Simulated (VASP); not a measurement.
Level of theory: PBE GGA, VASP's PBE PAW potentials (set 64) (plane waves; VASP).

A VASP calculation is set up with these files.

File POSCAR:
```
CaF2
1
    0.0000000000     2.7300000000     2.7300000000
    2.7300000000     0.0000000000     2.7300000000
    2.7300000000     2.7300000000     0.0000000000
Ca F
1 2
Direct
  0.0000000000   0.0000000000   0.0000000000
  0.2500000000   0.2500000000   0.2500000000
  0.7500000000   0.7500000000   0.7500000000
```

**KPOINTS**
```
Regular mesh
0
Gamma
8 8 8
0 0 0
```

**INCAR**
```
# general
SYSTEM = CaF2
PREC   = Accurate
ENCUT  = 500   # plane-wave cut-off (eV)
LREAL  = F   # projection in real space or not
LASPH  = T   # aspherical one-centre terms

# electronic loop
EDIFF  = 1E-6
NELM   = 100
ALGO   = Normal   # blocked Davidson

# smearing
ISMEAR = 0   # Gaussian
SIGMA  = 0.05

# functional
GGA    = PE

# ions
ISIF   = 2

# output
LWAVE  = F
LCHARG = F
```

POTCAR, in this order: Ca_sv F (PBE.64 set). Program: vasp_std.

Task: What does the run give for the energy per atom (σ→0), pressure, band gap (on the k-mesh)?

Result: 
The energy per atom (σ→0) is -5.776 eV/atom. The band gap (on the k-mesh) is 7.29 eV and the pressure is 2.40 GPa.

**OSZICAR**
```
...
DAV:   7    -0.173047325138E+02   -0.49597E-02   -0.19147E-01  1288   0.391E+00    0.166E+00
DAV:   8    -0.173228770097E+02   -0.18144E-01   -0.33471E-02  1152   0.226E+00    0.199E-01
DAV:   9    -0.173271732830E+02   -0.42963E-02   -0.79833E-03  1224   0.715E-01    0.134E-01
DAV:  10    -0.173280611353E+02   -0.88785E-03   -0.13457E-03  1136   0.273E-01    0.385E-02
DAV:  11    -0.173280710492E+02   -0.99139E-05   -0.11510E-04  1272   0.102E-01    0.153E-02
DAV:  12    -0.173280779112E+02   -0.68620E-05   -0.22644E-05  1184   0.459E-02    0.325E-03
DAV:  13    -0.173280782622E+02   -0.35100E-06   -0.32233E-06  1192   0.153E-02
   1 F= -.17328078E+02 E0= -.17328078E+02  d E =-.581427E-17
```

The compound is CaF2 in the fluorite structure. The cell was not relaxed at this level. The run is one of a series of settings (ENCUT = 500 against the base run), some of them coarse on purpose.
